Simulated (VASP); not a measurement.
Write the native input for VASP 6.6.1 that does the following.

```yaml
Task: relaxation of the atoms
Functional: PBE
Dispersion: D4
Potentials_or_basis: VASP PAW PBE potentials, release 64 (Ta_pv)
Cutoff: 520 eV
k_mesh: 10 × 10 × 1
Occupations: gaussian, width 0.05 eV
Spin: no spin polarisation
Dipole_correction: yes
Atoms_held_fixed_from_0: "[0]"
Further_INCAR_settings: ALGO = Normal; EDIFF = 1e-06; IBRION = 2; EDIFFG = -0.005; NSW = 40
```

The structure of Ta lies in POSCAR:

```
Ta
1.0
    2.7189800000      0.0000000000      0.0000000000
    0.0000000000      2.7189800000      0.0000000000
    0.0000000000      0.0000000000     28.4866400000
Ta
2
Selective dynamics
Direct
    1.0000000000      0.5000000000      0.3026400000  F F F
    0.5000000000      0.0000000000      0.2239200000  T T T
```

The cell was built by a generator and needn't be a form met in nature.

One way to write it, as run:

INCAR

```
SYSTEM = Ta
PREC = Accurate
ENCUT = 520
EDIFF = 1E-6
ISMEAR = 0
SIGMA = 0.05
LREAL = .False.
LASPH = .True.
NELM = 80
ALGO = Normal
ISIF = 2
LWAVE = .False.
LCHARG = .False.
LDIPOL = .True.
IDIPOL = 3
DIPOL = 0.5 0.5 0.263
GGA = PE
IVDW = 13
IBRION = 2
NSW = 40
EDIFFG = -0.005
```

KPOINTS

```
regular mesh
0
Gamma
  10 10 1
  0 0 0
```

Potentials or basis: VASP PAW PBE potentials, release 64 (Ta_pv).

The run is started by

```sh
$ cat potpaw_PBE.64/Ta_pv/POTCAR > POTCAR
$ mpirun -np 1 vasp_std > vasp.out
```

Results of the run:

| Item | Value |
| --- | --- |
| Energy gained by relaxing | 0.4 meV/atom |
| Ionic steps | 3 |
| Band gap on the k mesh | none (metal or under the smearing width) |
| Dispersion energy per atom | -0.176 eV |

It took 77 s on 1 thread of Intel(R) Xeon(R) 6975P-C (Granite Rapids), on a shared host, peak memory 0.31 GiB.
